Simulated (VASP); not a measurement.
GaN: band gap against strain

GaN (wurtzite, P6_3mc, 11.756 Å³/atom and stress up to 0.19 GPa in the relaxed cell, c along z) under a strain ε along c (axis z), the other axes held. PBE in VASP (plane waves, PAW), 600 eV, 12×12×6 Γ-centred mesh, Gaussian smearing 0.05 eV; ions are relaxed, or left where forces stay under 0.02 eV/Å, within the symmetry of each cell. Gaps are the smallest on the run's k-mesh, which can miss an edge that lies off it, without spin-orbit coupling; in all rows the valence edge lies at Γ and the conduction edge at Γ.

Here s stands for strain and Eg for gap.

| strain (%) | gap (eV) |
|---|---|
| 0.00 | 1.720 |
| 0.50 | 1.670 |
| 1.00 | 1.619 |
| 1.50 | 1.567 |
| 3.00 | ? |

Question: Fit Eg against s with a straight line, and predict the withheld value at s = 3.00.

Answer: Means: s 0.75000, Eg 1.6440. About the means, the sum of products is -0.12750 and the sum of squares of s is 1.2500; the slope is their ratio. Least squares gives Eg = 1.7205 - 0.10200·s. Residuals (row less fit): -0.0005, 0.0005, 0.0005, -0.0005; standard error 0.0007 (degrees of freedom: 2). Over these rows the gap moves by -10.20 ± 0.06 eV per unit strain. At the withheld row, Eg = 1.7205 - 0.10200 × 3.0 = 1.4145 eV. The calculation gives 1.411 eV, 0.0035 eV below the prediction (1.1 % of the range of Eg in the table). The row lies outside the fitted rows, so this is an extrapolation. From the scatter of the fitted rows alone, a prediction at this place has a standard error of 0.0016 eV, so the miss is 2.2 times that.

A polynomial of degree 2 through the 6 other runs of the series gives 1.411 there, so most of the miss is curvature that the fit leaves out. Rows are the converged runs of the series near zero and its far end; series whose fitted rows scatter by over a few per cent of the range, as at a crossing or softening among them, aren't shown in this form, nor equations of state whose B0' disagrees with the runs' pressures. Most that stay on the fit to the last digits aren't either.
